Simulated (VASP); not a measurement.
Computed with r2SCAN meta-GGA, VASP's PBE PAW potentials (set 64) (plane waves; VASP 6.6.1).

The input files of a VASP run:

### INCAR
```
NELM  =  100
LREAL  =  .FALSE.
LASPH  =  .TRUE.   # aspherical one-centre terms
PREC  =  Accurate
ENCUT  =  400
SYSTEM  =  ZnSe
ISMEAR  =  -5   # tetrahedra, Bloechl
METAGGA  =  R2SCAN
LMAXMIX  =  4   # l cut-off of mixed one-centre charges
LWAVE  =  .FALSE.
EDIFF  =  1E-7   # SCF stop (eV)
ISIF  =  2   # forces and stress, cell fixed
NEDOS  =  601   # DOS grid
LORBIT  =  11   # lm-projected
LMIXTAU  =  .TRUE.
LCHARG  =  .FALSE.
ALGO  =  Normal   # blocked Davidson
```

### POSCAR
```
ZnSe
1
    0.0000000000     2.8286523828     2.8286523828
    2.8286523828    -0.0000000000     2.8286523828
    2.8286523828     2.8286523828     0.0000000000
Zn Se
1 1
Direct
  0.0000000000   0.0000000000   0.0000000000
  0.2500000000   0.2500000000   0.2500000000
```

### KPOINTS
```
kpoints
0
Gamma
9 9 9
```

### KPOINTS_OPT
```
k-points along high-symmetry lines
10
Line-mode
Reciprocal
  0.000000   0.000000   0.000000 ! GAMMA
 -0.500000  -0.500000   0.000000 ! X

 -0.500000  -0.500000   0.000000 ! X
 -0.375000  -0.375000   0.250000 ! U

 -0.375000  -0.000000   0.375000 ! K
  0.000000   0.000000   0.000000 ! GAMMA

  0.000000   0.000000   0.000000 ! GAMMA
 -0.000000   0.000000   0.500000 ! L

 -0.000000   0.000000   0.500000 ! L
 -0.500000  -0.250000   0.250000 ! W

 -0.500000  -0.250000   0.250000 ! W
 -0.500000  -0.500000   0.000000 ! X
```

POTCAR, in this order: Zn Se (PBE.64 set). Program: vasp_std.

What VASP printed:

**OSZICAR**
```
       N       E                     dE             d eps       ncg     rms          rms(c)
DAV:   1     0.567647262202E+02    0.56765E+02   -0.79815E+03   910   0.134E+03
DAV:   2    -0.228165911582E+02   -0.79581E+02   -0.76416E+02   985   0.252E+02
DAV:   3    -0.276430829634E+02   -0.48265E+01   -0.48100E+01  1110   0.655E+01
DAV:   4    -0.276800039196E+02   -0.36921E-01   -0.36915E-01   970   0.629E+00
DAV:   5    -0.276801844930E+02   -0.18057E-03   -0.18057E-03  1110   0.406E-01    0.530E+00
DAV:   6    -0.248564275327E+02    0.28238E+01   -0.18198E+00  1055   0.419E+01    0.500E+00
DAV:   7    -0.248218358668E+02    0.34592E-01   -0.48084E-01   910   0.139E+01    0.223E+00
DAV:   8    -0.248628125648E+02   -0.40977E-01   -0.15716E-01   935   0.433E+00    0.621E-01
DAV:   9    -0.248362204504E+02    0.26592E-01   -0.15765E-01   915   0.377E+00    0.219E-01
DAV:  10    -0.249010979826E+02   -0.64878E-01   -0.54354E-02   910   0.220E+00    0.970E-02
DAV:  11    -0.249025887597E+02   -0.14908E-02   -0.15127E-03  1035   0.468E-01    0.607E-02
DAV:  12    -0.249018072591E+02    0.78150E-03   -0.42292E-04   915   0.289E-01    0.246E-02
DAV:  13    -0.249025770027E+02   -0.76974E-03   -0.54233E-04   920   0.274E-01    0.102E-02
DAV:  14    -0.249025972366E+02   -0.20234E-04   -0.38240E-05   930   0.685E-02    0.440E-03
DAV:  15    -0.249026111149E+02   -0.13878E-04   -0.50616E-06  1129   0.463E-02    0.224E-03
DAV:  16    -0.249026075945E+02    0.35204E-05   -0.15017E-06   930   0.157E-02    0.220E-03
DAV:  17    -0.249026106752E+02   -0.30807E-05   -0.35975E-07   910   0.949E-03    0.783E-04
DAV:  18    -0.249026097313E+02    0.94386E-06   -0.10485E-07   660   0.752E-03    0.352E-04
DAV:  19    -0.249026102108E+02   -0.47945E-06   -0.23628E-08   495   0.166E-03    0.179E-04
DAV:  20    -0.249026101900E+02    0.20721E-07   -0.20124E-09   485   0.408E-04
   1 F= -.24902610E+02 E0= -.24902610E+02  d E =0.000000E+00
       N       E                     dE             ncg
       N       E                     dE             ncg
```

File OUTCAR:
```
------------------------ aborting loop because EDIFF is reached ----------------------------------------
  FORCE on cell =-STRESS in cart. coord.  units (eV):
  Direction    XX          YY          ZZ          XY          YZ          ZX
  --------------------------------------------------------------------------------------
  Total        0.0091345      0.0091345      0.0091345      0.0000000      0.0000000     -0.0000000
  in kB        0.3233140      0.3233140      0.3233140      0.0000000      0.0000000     -0.0000000
  external PRESSURE =       0.3233140 kB  Pullay stress =       0.0000000 kB
  volume of cell :       45.27
      direct lattice vectors                 reciprocal lattice vectors
     0.000000000  2.828652383  2.828652383    -0.176762618  0.176762618  0.176762618
     2.828652383  0.000000000  2.828652383     0.176762618 -0.176762618  0.176762618
     2.828652383  2.828652383  0.000000000     0.176762618  0.176762618 -0.176762618
  FREE ENERGIE OF THE ION-ELECTRON SYSTEM (eV)
  ---------------------------------------------------
  free  energy   TOTEN  =       -24.9026101900 eV

  energy  without entropy=      -24.9026101900  energy(sigma->0) =      -24.90261019

 total charge

# of ion       s       p       d       tot
------------------------------------------
    1        0.513   0.447   9.802  10.763
    2        1.430   2.486   0.030   3.947
--------------------------------------------------
tot          1.943   2.934   9.833  14.710
```
(Selected blocks of OUTCAR.)

The compound is ZnSe in the zinc blende structure. It was relaxed first.
